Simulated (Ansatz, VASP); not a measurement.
## One calculation of CrCu4NiSn2, two programs

INCAR

```
SYSTEM = CrCu4NiSn2
PREC     = Accurate       ! precision mode
ENCUT    = 520            ! plane-wave cutoff, eV
EDIFF    = 1E-7           ! SCF threshold, eV
ISMEAR   = -1             ! smearing method
SIGMA    = 0.05           ! smearing width, eV
LREAL    = .FALSE.        ! projectors in reciprocal space
LASPH    = .TRUE.         ! aspherical terms in the spheres
NELM     = 150            ! most SCF steps
ALGO     = Normal         ! electronic algorithm
ISIF     = 2              ! what is computed and relaxed
LWAVE    = .FALSE.        ! write WAVECAR
LCHARG   = .FALSE.        ! write CHGCAR
ISPIN    = 2              ! spin polarisation
MAGMOM   = 0 0 0.6 0.6 0.6 0.6 1 3 ! initial moments
LORBIT   = 11             ! projections on sites
LMAXMIX  = 4              ! l up to which the mixer works
GGA      = PE             ! functional
NBANDS   = 61             ! bands
```

The input KPOINTS:

```
regular mesh
0
G
  7 7 7
  0 0 0
```

The input POSCAR:

```
CrCu4NiSn2
1.0
    2.1516537072      1.2422578470      6.9877243061
   -2.1516537072      1.2422578470      6.9877243061
    0.0000000000     -2.4845156941      6.9877243061
Sn Cu Ni Cr
2 4 1 1
Direct
    0.7504420000      0.7504420000      0.7504420000
    0.2495580000      0.2495580000      0.2495580000
    0.8739180000      0.8739180000      0.8739180000
    0.3763620000      0.3763620000      0.3763620000
    0.1260820000      0.1260820000      0.1260820000
    0.6236380000      0.6236380000      0.6236380000
    0.5000000000      0.5000000000      0.5000000000
    0.0000000000      0.0000000000      0.0000000000
```

The input input.yaml:

```yaml
crystal:
  lattice:
    - [2.1516537072, 1.242257847, 6.9877243061]
    - [-2.1516537072, 1.242257847, 6.9877243061]
    - [0.0, -2.4845156941, 6.9877243061]
  atoms:
    - { symbol: Sn, position: [0.750442, 0.750442, 0.750442] }
    - { symbol: Sn, position: [0.249558, 0.249558, 0.249558] }
    - { symbol: Cu, position: [0.873918, 0.873918, 0.873918], spin: 0.6 }
    - { symbol: Cu, position: [0.376362, 0.376362, 0.376362], spin: 0.6 }
    - { symbol: Cu, position: [0.126082, 0.126082, 0.126082], spin: 0.6 }
    - { symbol: Cu, position: [0.623638, 0.623638, 0.623638], spin: 0.6 }
    - { symbol: Ni, position: [0.5, 0.5, 0.5], spin: 1.0 }
    - { symbol: Cr, position: [0.0, 0.0, 0.0], spin: 3.0 }
hamiltonian:
  xc: pbe
  pseudopotentials: { kind: paw }
magnetization:
  spin_polarized: true
kpoints:
  mp_grid: { grid: [7, 7, 7] }
scf:
  occupations: { method: fermi_dirac, width: 0.05 }
output:
  forces: true
  stress: true
  eigenvalues: true
  write_density: true
  write_potential: true
  elf: true
  volumetric_format: npy
```

Change from the starting cell: volume scaled by 0.96.

Alike in both runs: task single point; functional PBE; k mesh 7 × 7 × 7; occupations fermi-dirac, width 0.05 eV; collinear spin, ferromagnetic start.

```csv
,VASP,Ansatz
version,VASP 6.6.1,Ansatz 0.2.0
potentials or method,"VASP PAW PBE potentials, release 64 (Sn_d, Cu, Ni, Cr_pv)",Ansatz PAW
plane-wave cutoff (eV),520,420
valence electrons in the cell,94,136
```

```csv
,VASP,Ansatz,Ansatz less VASP
gap on the k mesh at the Fermi level (eV),none,none,-
pressure (GPa),6.1,5.9,-0.25
largest component of the traceless stress (GPa),0.24,0.24,-0.002
rms of the force components (eV/Å),0.050,0.050,-0.0001
net moment per atom (μB),0.44,0.44,-0.001
size of the moment on the site where the two differ most (μB),3.28,3.17,-0.115
```

Site moments also hang on the region over which each program counts them. Atom by atom the forces differ by 0.001 eV/Å (rms over components). A gap of «none» marks a metal or a gap that the smearing closes. The functional is the same, so the differences come from potentials, cutoffs and numerics. The two sets of potentials don't hold the same shells in valence.
